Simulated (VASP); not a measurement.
VASP input:

### POSCAR
```
SiC
1
    0.0000000000     2.1449995102     2.1449995102
    2.1449995102     0.0000000000     2.1449995102
    2.1449995102     2.1449995102     0.0000000000
Si C
1 1
Direct
  0.0000000000   0.0000000000   0.0000000000
  0.2500000000   0.2500000000   0.2500000000
```

File KPOINTS:
```
Automatic mesh
0
Gamma
10 10 10
0 0 0
```

### INCAR
```
NELM = 100   ! most electronic steps
ENCUT = 520
ALGO = Normal   ! blocked Davidson
PREC = Accurate
SYSTEM = SiC
EDIFF = 1E-7   ! SCF stop (eV)
SIGMA = 0.05   ! width (eV)
LASPH = .True.   ! aspherical one-centre terms
LREAL = .False.   ! projection in real space or not
LCHARG = .False.
LWAVE = .False.
GGA = PE   ! PBE
ISMEAR = 0   ! Gaussian
ISIF = 2   ! forces and stress, cell fixed
```

POTCAR, in this order: Si C (PBE.64 set). Program: vasp_std.

Task: Write an equivalent input for Quantum ESPRESSO's pw.x.

Result: One equivalent input (not run):
```
&CONTROL
  calculation = 'scf'
  pseudo_dir = './pseudo'
  outdir = './out'
  tprnfor = .true.
  tstress = .true.
/
&SYSTEM
  ibrav = 0
  nat = 2
  ntyp = 2
  ecutwfc = 82
  occupations = 'smearing'
  smearing = 'gaussian'
  degauss = 0.003675
  input_dft = 'pbe'
/
&ELECTRONS
  conv_thr = 7.3e-09
  electron_maxstep = 100
/
ATOMIC_SPECIES
  Si 28.085 Si.upf
  C 12.011 C.upf
CELL_PARAMETERS angstrom
     0.0000000    2.1449995    2.1449995
     2.1449995    0.0000000    2.1449995
     2.1449995    2.1449995    0.0000000
ATOMIC_POSITIONS crystal
  Si   0.0000000  0.0000000  0.0000000
  C    0.2500000  0.2500000  0.2500000
K_POINTS automatic
  10 10 10 0 0 0
```
What does not carry over: the potentials are each code's own (VASP's PAW set, PseudoDojo norm-conserving files in pw.x), so ENCUT and ecutwfc are chosen apart and not converted; conv_thr bounds pw.x's estimated SCF error, while EDIFF bounds the energy change between steps.

The compound is SiC in the zinc blende structure. This cell is one point of a volume scan, at 0.94 of the reference volume.
